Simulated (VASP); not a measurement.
All values below come from r2SCAN meta-GGA with spin-orbit coupling, VASP's PBE PAW potentials (set 64) (plane waves; VASP).

VASP input:

### KPOINTS
```
kpoints
0
gamma
 6 6 6
0 0 0
```

File KPOINTS_OPT:
```
k-points along high-symmetry lines
8
Line-mode
Reciprocal
  0.000000   0.000000   0.000000 ! GAMMA
  0.500000   0.000000   0.500000 ! X

  0.500000   0.000000   0.500000 ! X
  0.625000   0.250000   0.625000 ! U

  0.375000   0.375000   0.750000 ! K
  0.000000   0.000000   0.000000 ! GAMMA

  0.000000   0.000000   0.000000 ! GAMMA
  0.500000   0.500000   0.500000 ! L

  0.500000   0.500000   0.500000 ! L
  0.500000   0.250000   0.750000 ! W

  0.500000   0.250000   0.750000 ! W
  0.500000   0.000000   0.500000 ! X
```

POSCAR:
```
PbTe
6.5353550
  0.0000000000   0.5000000327   0.5000000327
  0.5000000327   0.0000000000   0.5000000327
  0.5000000327   0.5000000327   0.0000000000
Te Pb
1 1
Cartesian
  0.5000000327   0.5000000327   0.5000000327
  0.5000000327   0.0000000000   0.5000000327
```

### INCAR
```
SYSTEM = PbTe
PREC = Accurate
ENCUT = 400
EDIFF = 1E-6
NELM = 100
ALGO = Normal
LREAL = .FALSE.
LASPH = .TRUE.
ISMEAR = 0
SIGMA = 0.05
METAGGA = R2SCAN
LMIXTAU = .TRUE.
LMAXMIX = 4
LWAVE = .FALSE.
LCHARG = .FALSE.
LSORBIT = .TRUE.
MAGMOM = 0 0 0 0 0 0
GGA_COMPAT = .FALSE.
```

POTCAR, in this order: Te Pb_d (PBE.64 set). Program: vasp_ncl.

### Question
What does the run give for the energy per atom (σ→0), band gap (over mesh and band path)?

### Answer

```json
{
 "energy per atom (σ→0)": "-41599 meV/atom",
 "band gap (over mesh and band path)": "0.30 eV"
}
```

### OSZICAR
```
...
DAV:  16    -0.831989196245E+02   -0.41390E-04   -0.38491E-05   912   0.743E-02    0.178E-02
DAV:  17    -0.831989189001E+02    0.72435E-06   -0.19581E-05   936   0.403E-02    0.468E-03
DAV:  18    -0.831989201570E+02   -0.12569E-05   -0.31302E-06   936   0.270E-02    0.618E-03
DAV:  19    -0.831989207634E+02   -0.60639E-06   -0.70664E-07   560   0.963E-03
   1 F= -.83198921E+02 E0= -.83198921E+02  d E =-.130818E-06  mag=    -0.0000    -0.0000     0.0000
       N       E                     dE             ncg
       N       E                     dE             ncg
       N       E                     dE             ncg
```

The compound is PbTe in the rock salt structure. It was relaxed first.
